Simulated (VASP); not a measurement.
Runs of VASP 6.6.1 on NaMgF3. Symmetry: P4mm, No. 99, tetragonal system. The conventional cell has a = 3.951 Å, b = 3.951 Å, c = 3.951 Å, α = 90.00°, β = 90.00°, γ = 90.00°. Around Na (site symmetry 4mm) lie 12 F at 2.79 Å. Mg (site symmetry 4mm) has 5 F at 1.75 to 1.99 Å as nearest neighbours. F (site symmetry 4mm) is surrounded by 1 Mg at 1.75 Å. F (site symmetry 2mm) has 2 Mg at 1.99 Å as nearest neighbours. The cell comes from a database or a generator and needn't be the stable form of this composition.

```tsv
cell	gap on the mesh (eV)	pressure (GPa)	largest force (eV/Å)
all Mg atoms moved +0.225 Å, as atom 2 towards its neighbour atom 3 (F) at 1.975 Å	(d)	-5.0	(b)
all Mg atoms moved +0.188 Å, as atom 2 towards its neighbour atom 3 (F) at 1.975 Å	(a)	-5.8	2.29
all Mg atoms moved -0.150 Å, as atom 2 towards its neighbour atom 3 (F) at 1.975 Å	5.57	(c)	1.70
all Mg atoms moved -0.300 Å, as atom 2 towards its neighbour atom 3 (F) at 1.975 Å	5.47	-2.8	4.92
```

Alike in all rows: task single point; level LDA; potentials or basis VASP PAW LDA potentials, release 64 (Na_pv, Mg, F); no spin polarisation; k mesh 6 × 6 × 6; cutoff (eV) 520; smearing gaussian 0.05 eV.

Q: Fill in the values left out.

A: (a) 5.55; (b) 3.00; (c) -6.4; (d) 5.53.

Caveats: forces of over 1 eV/Å show positions far from the minimum, so gaps and moduli don't describe the material at rest.

A k mesh can miss the band edges.

Not every run made on this cell is shown here.
